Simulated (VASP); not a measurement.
Level of theory: PBEsol GGA, VASP's PBE PAW potentials (set 64) (plane waves; VASP).

VASP ran on this input.

File POSCAR:
```
TaSb
1
    3.5243431411     0.0000000000     0.0000000000
   -1.7621715706     3.0521707824    -0.0000000000
    0.0000000000    -0.0000000000     7.6114525258
Ta Sb
2 2
Direct
  0.0000000000   0.0000000000   0.0000000000
  0.0000000000   0.0000000000   0.5000000000
  0.3333330000   0.6666670000   0.2500000000
  0.6666670000   0.3333330000   0.7500000000
```

**INCAR**
```
SYSTEM = TaSb
PREC = Accurate
ENCUT = 400
EDIFF = 1E-6
NELM = 100
ALGO = Normal
LREAL = .FALSE.
LASPH = .TRUE.
ISMEAR = 1
SIGMA = 0.1
GGA = PS
LMAXMIX = 6
LWAVE = .FALSE.
LCHARG = .FALSE.
IBRION = 2
ISIF = 3
NSW = 60
EDIFFG = -0.02
```

File KPOINTS:
```
kpoints
0
gamma
  9 9 4
```

POTCAR, in this order: Ta_pv Sb (PBE.64 set). Program: vasp_std.

Unless said otherwise, spin-orbit coupling is left out, though it shifts the bands of the heavy elements here.

### Question
Predict the energy per atom (σ→0), volume per atom, band gap (on the k-mesh).

### Answer

```yaml
energy per atom (σ→0): -8.496 eV/atom
band gap (on the k-mesh): none (metal, semimetal or under 0.01 eV)
volume_per_atom: 20.39 Å^3/atom
```

OSZICAR:
```
...
       N       E                     dE             d eps       ncg     rms          rms(c)
DAV:   1    -0.339865002567E+02   -0.13306E-02   -0.33554E-02  1464   0.180E+00    0.254E-01
DAV:   2    -0.339855910807E+02    0.90918E-03   -0.23529E-03  1464   0.391E-01    0.786E-02
DAV:   3    -0.339854461857E+02    0.14490E-03   -0.34604E-04  1768   0.137E-01    0.248E-02
DAV:   4    -0.339854249658E+02    0.21220E-04   -0.79127E-05  1736   0.496E-02    0.976E-03
DAV:   5    -0.339854233772E+02    0.15886E-05   -0.65502E-06  1736   0.168E-02    0.866E-03
DAV:   6    -0.339854225458E+02    0.83136E-06   -0.85440E-07   872   0.710E-03
   6 F= -.33985423E+02 E0= -.33985495E+02  d E =-.493260E-04
```

The structure was generated: TaSb was put into the NiAs type type (P6_3/mmc), which need not be its known phase. This run relaxes it. Symmetry was kept, so distortions that lower it aren't found. The start is the result of an earlier pass.
